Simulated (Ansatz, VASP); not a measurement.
# Si2W: VASP beside Ansatz

Aim: how closely do two programs agree when they are given the same cell, functional and k mesh? The structure shown is the start of the Ansatz relaxation below; VASP solves that cell, so the two are compared at the walk's first step.

Calculated with Ansatz 0.2.0; plane waves, with VASP 6.6.1 beside it; single point at PBEsol.

**1. The starting structure**

It takes space group I4/mmm (No. 139, tetragonal). Conventional cell: a = 3.235 Å, b = 3.235 Å, c = 7.816 Å, α = 90.00°, β = 90.00°, γ = 90.00°. Si has 5 Si at 2.59 to 2.64 Å and 5 W at 2.61 to 2.63 Å nearest. Nearest to W lie 10 Si at 2.61 to 2.63 Å. Farther neighbours are not listed.

**2. Ansatz: relaxation, PBEsol**

Ansatz runs on its PAW soft_1 files.

The two programs are compared at the cell with which this relaxation starts, whose forces are those of its first step.

input.yaml

```yaml
crystal:
  lattice:
    - [-1.617486531, 1.617486531, 3.9079583359]
    - [1.617486531, -1.617486531, 3.9079583359]
    - [1.617486531, 1.617486531, -3.9079583359]
  atoms:
    - { symbol: Si, position: [0.3345353614, 0.3345353614, 0.0] }
    - { symbol: Si, position: [0.6654646386, 0.6654646386, 0.0] }
    - { symbol: W, position: [0.0, 0.0, 0.0] }
  conventional_axes: [[0, 1, 1], [1, 0, 1], [1, 1, 0]]
kpoints:
  mp_grid: { grid: [20, 20, 20] }
hamiltonian:
  xc: pbesol
  pseudopotentials: { kind: paw, azcp: { folder: soft_1 }, xc_functional: pbe }
scf:
  occupations: { method: methfessel_paxton, width: 0.2 }
output:
  forces: true
  stress: true
  eigenvalues: true
relax:
  adjacent_minimum: "off"
  f_tol: 0.001
  max_steps: 60
  cell: { stress_tol: 0.01, fix: [a, b, gamma] }
```

On the command line:

```sh
> ansatz run input.yaml --threads 4 --pin off --max-ram 10240MiB --backend cpu --events-out ev --progress --plain --runs-dir out
```

Numbers of over 12 decimals in the logs are rounded to 6 here.

The program printed:

```text
Engine: ansatz 0.2.0, aarch64-unknown-linux-gnu
Pseudopotentials: kind: paw
Pseudopotential: Si, paw, valence charge 4, recommended cutoff 420 eV (normal), soft_1/Si.paw.azcp
Pseudopotential: W, paw, valence charge 14, recommended cutoff 420 eV (normal), soft_1/W.paw.azcp
Functional definition: PBEsol
  exchange = pbesol_x
  correlation = pbesol_c
Crystal: 3 atoms, lattice volume = 40.897 Å³
Basis set: ecut = 420 eV, 809 PW (Γ), exchange–correlation on 64×64×64 points (8 copies of the dense FFT grid, shifted against one another)
Bands: 15, of which v1, the nominal top of the filled ones, is band 11 counted from 1 (10 counted from 0)
Symmetry: 16 space group operations
Space group: I4/mmm (ITA 139), of the structure as read, at distance tolerance 3.4e-5 Å
k-points: 641 of 8000
Non-local potential: Si, projectors of the file, l = 0: 2, l = 1: 2, l = 2: 1
Non-local potential: W, projectors of the file, l = 0: 3, l = 1: 2, l = 2: 2, l = 3: 1
PAW form: soft (Blöchl's): semilocal exchange-correlation on the pseudo side does not see the compensation charge
PAW frozen core: Si, regenerated for the run's functional, and the local potential with it (the file was generated under x = pbe(κ = 0.804, μ = 0.219515), c = pbe(β = 0.066725))
PAW frozen core: W, regenerated for the run's functional, and the local potential with it (the file was generated under x = pbe(κ = 0.804, μ = 0.219515), c = pbe(β = 0.066725))
PAW one-centre angular grid: Si, 110 points (default); XC on 64 Gauss nodes
PAW one-centre angular grid: W, 590 points (default); XC on 64 Gauss nodes
Initial density: superposition of atomic densities (chi_scale 0.1, normalization cell, long waves kept (reshape's long-wave potential 0.00 eV rms))
Initial wavefunctions: pseudopotential atomic-orbital guess
Functional: x = pbesol(κ = 0.804, μ = 0.123457), c = pbesol(β = 0.046)
SCF iter   1: F=—  HF=-11502.238451 eV  |F-HF|=—  |Δ(HF+E_count)|=         —  Δρ=4.98e-2  dr2=1.04e0  ethr=3.10e-3  ⟨swp⟩=5.2  Hψ=55833  notcnv=0
preconditioner: auto → Kerker (q_TF=auto, 2.460 Å⁻¹)  [metal: Δε(μ)=0.035 eV  Ē_g=8.208 eV  σ=0.200 eV  W_gap=0.15  n_scr=10 (ndim 8)  ℏωp=21.7 eV  f_vac=0.000  D(μ)=0.25/eV (n_scr^D=0)]
SCF iter   2: F=—  HF=-11501.979562 eV  |F-HF|=—  |Δ(HF+E_count)|=   2.59e-1  S|Δr|=    0.00e0  Δρ=2.63e-2  dr2=2.20e-1  ethr=3.10e-3  ⟨swp⟩=2.3  Hψ=18122  notcnv=0
SCF iter   3: F=—  HF=-11501.902586 eV  |F-HF|=—  |Δ(HF+E_count)|=   7.70e-2  S|Δr|=    0.00e0  Δρ=6.82e-3  dr2=1.54e-2  ethr=1.00e-3  ⟨swp⟩=2.7  Hψ=16905  notcnv=0
SCF iter   4: F=—  HF=-11501.896939 eV  |F-HF|=—  |Δ(HF+E_count)|=   5.65e-3  S|Δr|=    0.00e0  Δρ=5.17e-4  dr2=5.85e-5  ethr=7.00e-5  ⟨swp⟩=2.6  Hψ=15363  notcnv=0
SCF iter   5: F=—  HF=-11501.896928 eV  |F-HF|=—  |Δ(HF+E_count)|=   1.19e-5  S|Δr|=    0.00e0  Δρ=5.99e-5  dr2=1.05e-6  ethr=2.66e-7  ⟨swp⟩=2.6  Hψ=15940  notcnv=0
SCF iter   6: F=-11501.896928 eV  HF=-11501.896928 eV  |F-HF|=1.43e-8  |Δ(HF+E_count)|=   3.14e-8  S|Δr|=    0.00e0  Δρ=1.03e-5  dr2=4.09e-8  ethr=4.55e-10  ⟨swp⟩=6.1  Hψ=47264  notcnv=0
SCF 1 converged in 6 iterations: F = -11501.896928 eV  dr2 = 4.09e-8
  greatest PAW one-centre occupation: 0.999 electrons in one spin orbital (limit 2), on the W atom at site 2 (counted from 0), in its partial waves of l = 0
relax step   1: F+E_penalty+E_count = -11501.89692760 eV  Δ(F+E_penalty+E_count) = +0.000e0 eV  max|allowed force component| = 4.437e-2 eV/Å  Δτ_max = 0.0000 Å  P = -4.279 GPa  Ω = 40.897 Å³  fix = [a, b, gamma]  reactions: a -5.457, b -5.457 GPa  (6 SCF iters, dr2 threshold 1.00e-7 eV, accepted)
[...]
relax step   2: F+E_penalty+E_count = -11501.89775598 eV  Δ(F+E_penalty+E_count) = -8.284e-4 eV  max|allowed force component| = 4.635e-3 eV/Å  Δτ_max = 0.0017 Å  P = -3.103 GPa  Ω = 40.707 Å³  energy of the carried Pulay correction = +4.238e-5 eV  fix = [a, b, gamma]  reactions: a -5.018, b -5.018 GPa  (4 SCF iters, dr2 threshold 3.00e-7 eV, accepted)
[...]
relax step   3: F+E_penalty+E_count = -11501.89786239 eV  Δ(F+E_penalty+E_count) = -1.064e-4 eV  max|allowed force component| = 2.791e-3 eV/Å  Δτ_max = 0.0002 Å  P = -3.424 GPa  Ω = 40.759 Å³  energy of the carried Pulay correction = +3.073e-5 eV  fix = [a, b, gamma]  reactions: a -5.136, b -5.136 GPa  (3 SCF iters, dr2 threshold 3.00e-7 eV, accepted)
[...]
relax step   4: F+E_penalty+E_count = -11501.89786273 eV  Δ(F+E_penalty+E_count) = -3.361e-7 eV  max|allowed force component| = 8.172e-4 eV/Å  Δτ_max = 0.0001 Å  P = -3.422 GPa  Ω = 40.759 Å³  energy of the carried Pulay correction = +3.073e-5 eV  fix = [a, b, gamma]  reactions: a -5.133, b -5.133 GPa  (3 SCF iters, dr2 threshold 4.87e-10 eV, accepted)
[...]
relax step   5: F+E_penalty+E_count = -11501.89783188 eV  Δ(F+E_penalty+E_count) = +3.085e-5 eV  max|allowed force component| = 8.237e-4 eV/Å  Δτ_max = 0.0000 Å  P = -3.422 GPa  Ω = 40.759 Å³  fix = [a, b, gamma]  reactions: a -5.133, b -5.133 GPa  stress off target by 9.28e-4 GPa on what of the cell is left free  SCF on the basis re-selected at this cell (its energy is not comparable with the rows above)  (5 SCF iters)
basis re-selected at this cell: Δ(F+E_penalty+E_count) = +3.085e-5 eV, ΔP = +0.000 GPa vs the last step (what re-selecting the basis moved, of the pressure what is left beyond the Pulay correction that the steps carried, after the strain that the cell walked since its last selection, with what the two solves' SCF thresholds leave and, on support functions, any second-order correction that the steps lacked; it is no m [...]
SCF converged after 5 iterations
Stability not checked: this state was not tested for a lower state beside it, because cold or Methfessel-Paxton smearing, or corrected tetrahedra, fill the levels in a way that the test cannot read (fill_not_monotonic; see scf.lower_state_search)
Free energy (F): -11501.897832 eV
Harris-Foulkes:  -11501.897832 eV  (|F-HF|=1.82e-12)
Internal energy: -11501.899090 eV  (E = F + TS)
E sigma→0 (E₀):  -11501.898147 eV
Entropy (-TS):   0.001259 eV (0.420 meV/atom)
Fermi energy:    16.344083 eV
--- Per-component energies (eV) ---
  E_band       = -87.358552
  E_kinetic    = 512.155435
  E_local      = -891.113230  (includes V_loc(G=0)·N_el)
  E_nonlocal   = 21.038624
  E_hartree    = 385.282946
  E_xc         = -382.225195
  E_vxc        = -332.717914  (∫ρ·V_xc dr)
  E_paw        = -9446.552809  (= ΣΔE_a)
  E_vpaw       = -167.287559  (= ΣTr[D̂ρ^β])
  E_aug_tail   = 0.000210  (compensation charges beyond the density's cutoff)
  E_ewald      = -1700.770050
  E_core_change = 0.284979  (= ΣΔE_core)
  E_smearing   = 0.001259  (= −TS)
  E_closure    = 0.000000  (closes the sum)
  Σ components = -11501.897832   (vs F -11501.897832, Δ=0.00e0)
--- Forces (eV/Å), atoms counted from 1 ---
  atom   1  Si     0.00000000    -0.00000000     0.00082371
  atom   2  Si    -0.00000000     0.00000000    -0.00082371
  atom   3  W     -0.00000000     0.00000000     0.00000000
  max |Σ_I F_I| component: 5.55e-17 eV/Å
--- Stress (GPa, compression-positive) ---
       -5.132989       0.000000       0.000000
        0.000000      -5.132989       0.000000
        0.000000       0.000000      -0.000928
  P = ⅓ Tr σ = -3.4223 GPa (-34.223 kbar)
--- Band table (eV; the first three rows and the last of 641) ---
  k-point 0: bands = [... 7 lower, 13.0967, 13.5232, 13.5232, 16.9293, 19.0463, 19.3354, 19.3727, 19.3727]
  k-point 1: bands = [... 7 lower, 13.1132, 13.3154, 13.8976, 16.5097, 18.9258, 19.4351, 19.4431, 19.5846]
  k-point 2: bands = [... 7 lower, 12.7995, 13.1657, 14.4145, 15.5591, 18.7276, 19.6035, 19.6056, 20.1363]
  k-point 640: bands = [... 7 lower, 13.8009, 15.4939, 15.4939, 15.9073, 15.9073, 17.1142, 21.0836, 21.2497]
--- Relaxed structure (4 steps of the walk, 4 accepted, 1 SCFs on fresh bases) ---
  F+E_penalty+E_count = -11501.89783188 eV   max|allowed force component| = 8.237e-4 eV/Å   (the final SCF, on the basis selected at the relaxed cell)
  cell:  # Å, volume = 40.7591 Å³
    - [-1.617486531, 1.617486531, 3.894780]
    - [1.617486531, -1.617486531, 3.894780]
    - [1.617486531, 1.617486531, -3.894780]
  atoms:
    - { symbol: Si, position: [0.334738, 0.334738, 0] }
    - { symbol: Si, position: [0.665262, 0.665262, 0] }
    - { symbol: W, position: [0, 0, 0] }
```

**3. VASP: single point, PBEsol, start cell, pair 1**

The same cell, functional, mesh and smearing now go to VASP, with its own data sets.

Lines of VASP's logs that name or quote its potential files are left out, and so is its time.

INCAR

```
SYSTEM = Si2W
PREC = Accurate
ENCUT = 520
EDIFF = 1E-06
NELM = 120
ISMEAR = 1
SIGMA = 0.2
LREAL = .FALSE.
ALGO = Normal
GGA = PS
NBANDS = 13
LASPH = .TRUE.
LORBIT = 11
LWAVE = .FALSE.
LCHARG = .FALSE.
ISIF = 2
GGA_COMPAT = .FALSE.
KPAR = 2
```

POSCAR

```
Si2W
1.0
   -1.6174870000      1.6174870000      3.9079580000
    1.6174870000     -1.6174870000      3.9079580000
    1.6174870000      1.6174870000     -3.9079580000
Si W
2 1
Direct
    0.3345354530      0.3345354530      0.0000000000
    0.6654646749      0.6654646749      0.0000000000
    0.0000000000      0.0000000000      0.0000000000
```

KPOINTS

```
Automatic mesh
0
Gamma
20 20 20
0 0 0
```

Potentials, in the order of the species: Si and W (PBE family, release 64).

On the command line:

```sh
> mpirun -np 2 vasp_std
```

The program printed:

```text
[banner, memory and clock lines left out]
running    2 mpi-ranks, on    1 nodes
 distrk:  each k-point on    1 cores,    2 groups
 distr:  one band on    1 cores,    1 groups

 POSCAR found type information on POSCAR SiW
 POSCAR found :  2 types and       3 ions
|                                                                             |
|               ----> ADVICE to this user running VASP <----                  |
|                                                                             |
|     You enforced a specific xc type in the INCAR file but a different       |
|     [... a line on the potential file left out ...]
|     I HOPE YOU KNOW WHAT YOU ARE DOING!                                     |
|                                                                             |

 LDA part: xc-table for (Slater+PW92), standard interpolation
 POSCAR, INCAR and KPOINTS ok, starting setup
 FFT: planning ... GRIDC
 FFT: planning ... GRID_SOFT
 FFT: planning ... GRID
 WAVECAR not read
 entering main loop
       N       E                     dE             d eps       ncg     rms          rms(c)
DAV:   1     0.271014736568E+02    0.27101E+02   -0.60291E+03 16722   0.936E+02
DAV:   2    -0.251259076651E+02   -0.52227E+02   -0.47548E+02 20684   0.187E+02
DAV:   3    -0.275883874834E+02   -0.24625E+01   -0.23906E+01 22706   0.329E+01
DAV:   4    -0.276236496747E+02   -0.35262E-01   -0.35211E-01 19901   0.445E+00
DAV:   5    -0.276242194995E+02   -0.56982E-03   -0.56961E-03 23827   0.485E-01    0.258E+01
DAV:   6    -0.268547698660E+02    0.76945E+00   -0.22494E+00 24759   0.937E+00    0.106E+01
DAV:   7    -0.267356156419E+02    0.11915E+00   -0.21766E-01 18993   0.311E+00    0.551E+00
DAV:   8    -0.267091875109E+02    0.26428E-01   -0.42561E-02 21750   0.146E+00    0.515E-01
DAV:   9    -0.267089464502E+02    0.24106E-03   -0.21489E-03 19976   0.316E-01    0.276E-01
DAV:  10    -0.267089119586E+02    0.34492E-04   -0.32011E-04 21160   0.114E-01    0.446E-02
DAV:  11    -0.267088961242E+02    0.15834E-04   -0.49761E-05 21134   0.500E-02    0.201E-02
DAV:  12    -0.267088962856E+02   -0.16149E-06   -0.17865E-06 15404   0.104E-02
   1 F= -.26708896E+02 E0= -.26709300E+02  d E =0.121142E-02
```

From OUTCAR (step 3):

```text
ion  position               nearest neighbor table
   1  0.335  0.335  0.000-   2 2.59   3 2.61   3 2.63   3 2.63   3 2.63   3 2.63   2 2.64   2 2.64
                             2 2.64   2 2.64
   2  0.665  0.665  0.000-   1 2.59   3 2.61   3 2.63   3 2.63   3 2.63   3 2.63   1 2.64   1 2.64
                             1 2.64   1 2.64
   3  0.000  0.000  0.000-   2 2.61   1 2.61   1 2.63   1 2.63   1 2.63   1 2.63   2 2.63   2 2.63
                             2 2.63   2 2.63

  LATTYP: Found a body centered tetragonal cell.
 ALAT       =     3.2349740000
 C/A-ratio  =     2.4160676407

 Subroutine GETGRP returns: Found 16 space group operations
 (whereof 16 operations were pure point group operations)

The static configuration has the point symmetry D_4h.

 Found    641 irreducible k-points:

   k-points           NKPTS =    641   k-points in BZ     NKDIM =    641   number of bands    NBANDS=     13

   dimension x,y,z NGX =    36 NGY =   36 NGZ =   36
   dimension x,y,z NGXF=    72 NGYF=   72 NGZF=   72

   ENCUT  =  520.0 eV  38.22 Ry    6.18 a.u.   8.42  8.42  8.42*2*pi/ulx,y,z

   NELECT =      14.0000    total number of electrons

 k-points in reciprocal lattice and weights: Automatic mesh
   0.00000000  0.00000000  0.00000000       0.000
   0.05000000 -0.00000000  0.00000000       0.001
   0.10000000 -0.00000000  0.00000000       0.001
   0.15000000 -0.00000000  0.00000000       0.001
   0.20000000 -0.00000000  0.00000000       0.001
   0.25000000 -0.00000000  0.00000000       0.001
   0.30000000 -0.00000000  0.00000000       0.001
   0.35000000  0.00000000  0.00000000       0.001
   0.40000000 -0.00000000  0.00000000       0.001
[...]
-0.45000000 -0.45000000  0.45000000       0.000
   0.50000000  0.50000000  0.50000000       0.000

 average (electrostatic) potential at core
       1 -79.2472       2 -79.2472       3 -34.8493

 E-fermi :  10.2450

 k-point     1 :       0.0000    0.0000    0.0000
  band No.  band energies     occupation
    ...
      2       3.5346      2.00000
      3       6.6595      2.00000
      4       7.0009      2.00000
      5       7.4376      2.00000
      6       7.4376      2.00000
      7      10.8250     -0.00032
      8      12.9483     -0.00000
      9      13.2734     -0.00000
     10      13.3292     -0.00000
     11      13.3292     -0.00000
    ...

 k-point     2 :       0.0500   -0.0000    0.0000
  band No.  band energies     occupation
    ...
      2       3.5374      2.00000
      3       6.4749      2.00000
      4       7.0027      2.00000
      5       7.4695      2.00000
      6       7.5371      2.00000
      7      10.6239     -0.02216
      8      12.8180     -0.00000
      9      13.1229     -0.00000
     10      13.4150     -0.00000
     11      13.5612     -0.00000
    ...

 k-point     3 :       0.1000   -0.0000    0.0000
  band No.  band energies     occupation
    ...
      3       6.0821      2.00000
      4       6.9929      2.00000
      5       7.5635      2.00000
      6       7.7011      2.00000
      7      10.1765      1.54404
      8      12.4312     -0.00000
      9      12.7699     -0.00000
     10      13.7962     -0.00000
     11      14.0718     -0.00000
     12      15.0770      0.00000
    ...

  Total       -1.4951854     -1.4951854     -0.5901433      0.0000000      0.0000000      0.0000000
  in kB      -58.5752522    -58.5752522    -23.1194019      0.0000000      0.0000000      0.0000000
  external PRESSURE =     -46.7566354 kB  Pullay stress =       0.0000000 kB

  energy-cutoff  :      520.00
  volume of cell :       40.90
      direct lattice vectors                 reciprocal lattice vectors
    -1.617487000  1.617487000  3.907958000     0.000000000  0.309121495  0.127944057
     1.617487000 -1.617487000  3.907958000     0.309121495  0.000000000  0.127944057
     1.617487000  1.617487000 -3.907958000     0.309121495  0.309121495  0.000000000

 POSITION                                       TOTAL-FORCE (eV/Angst)
 -----------------------------------------------------------------------------------
      0.00000      0.00000      2.61470        -0.000000     -0.000000      0.050700
      0.00000      0.00000      5.20122         0.000000      0.000000     -0.050700
      0.00000      0.00000      0.00000        -0.000000     -0.000000     -0.000000
 -----------------------------------------------------------------------------------
    total drift:                                0.000000      0.000000      0.000008

  FREE ENERGIE OF THE ION-ELECTRON SYSTEM (eV)
  ---------------------------------------------------
  free  energy   TOTEN  =       -26.7088962856 eV

  energy  without entropy=      -26.7101077019  energy(sigma->0) =      -26.70930009

 total charge
# of ion       s       p       d       tot
------------------------------------------
    1        0.736   0.882   0.000   1.618
    2        0.736   0.882   0.000   1.618
    3        0.553   0.662   4.487   5.702
--------------------------------------------------
tot          2.025   2.426   4.487   8.938

[... 3 further parts left out ...]
```

The data set W keeps the semicore shell frozen, which is cheaper and a little less accurate.

**4. Differences**

Known differences besides the potentials themselves: the data sets hold 22 valence electrons in Ansatz (on its PAW soft_1 files) and 14 in VASP; the cutoff is 420 eV in Ansatz and 520 eV in VASP; Ansatz makes its cores anew for this functional, VASP keeps those of its PBE data sets. Total energies have different zeros and are not compared.

Forces (eV/Å; atoms numbered as in POSCAR):

```tsv
atom	Ansatz x, y, z	VASP x, y, z
Si1	0.000, 0.000, 0.044	0.000, 0.000, 0.051
Si2	0.000, 0.000, -0.044	0.000, 0.000, -0.051
W3	0.000, 0.000, 0.000	0.000, 0.000, 0.000
```

The forces differ by 3.0 meV/Å r.m.s., which is 12.5 % of the r.m.s. force of 0.024 eV/Å (both taken over all components).

**5. What the set-up changes**

Further runs change the set-up of one program: Ansatz's method, potentials or start, or VASP's data sets, cutoff or form of LDA. The table gives that difference for each run.

```tsv
run	r.m.s. force difference (meV/Å)
as above	3.0
VASP with a cutoff of 600 eV (perhaps on Ansatz's relaxed cell)	2.5
```

**6. Ansatz: relaxation, PBEsol**

The two programs are compared at the cell with which this relaxation starts, whose forces are those of its first step. The cell compared in this pair holds 41.01 Å³, against 40.90 Å³ for the pair before.

The structure compared here is the start of the Ansatz relaxation; VASP solves that cell, so the two are compared at the walk's first step.

input.yaml, the sections that differ from step 2:

```yaml
crystal:
  lattice:
    - [-1.5959072801, 1.5959072801, 4.025197086]
    - [1.5959072801, -1.5959072801, 4.025197086]
    - [1.5959072801, 1.5959072801, -4.025197086]
  atoms:
    - { symbol: Si, position: [0.3349023322, 0.3349023322, 0.0] }
    - { symbol: Si, position: [0.6650976678, 0.6650976678, 0.0] }
    - { symbol: W, position: [0.0, 0.0, 0.0] }
  conventional_axes: [[0, 1, 1], [1, 0, 1], [1, 1, 0]]
relax:
  adjacent_minimum: "off"
  f_tol: 0.001
  max_steps: 60
  cell: { stress_tol: 0.01, fix: [c, angles] }
# kpoints, hamiltonian, scf, output: as in step 2
```

On the command line:

```sh
> ansatz run input.yaml --threads 4 --pin off --max-ram 10240MiB --backend cpu --events-out ev --progress --plain --runs-dir out
```

The program printed:

```text
[...]
--- Relaxed structure (4 steps of the walk, 4 accepted, 1 SCFs on fresh bases) ---
[...]
cell:  # Å, volume = 40.8654 Å³
    - [-1.593141, 1.593141, 4.025197086]
    - [1.593141, -1.593141, 4.025197086]
    - [1.593141, 1.593141, -4.025197086]
  atoms:
    - { symbol: Si, position: [0.335126, 0.335126, 0] }
    - { symbol: Si, position: [0.664874, 0.664874, 0] }
    - { symbol: W, position: [0, 0, 0] }
[key lines of the parts left out:]
SCF converged after 5 iterations
Free energy (F): -11501.857172 eV
Fermi energy:    16.412427 eV
P = ⅓ Tr σ = -4.5692 GPa (-45.692 kbar)
```

(Part 1 of 2 ends here.)

[Lines on the potential files, build, host, timing and source positions are cut from VASP's logs without a mark.]

[Logs are printed without paths, hosts, clocks, repeated set-up lines and the standing remarks that a program may print on its own settings, such as how far it seeks lower states.]

[Hosts, paths, dates, database ids (printed as entryN), source tags and the programs' standing remarks are cut or masked in the printed files.]

[Rows of further runs with another cutoff or data set may stand on the cell that Ansatz relaxed, not on the start cell of the pair above them.]
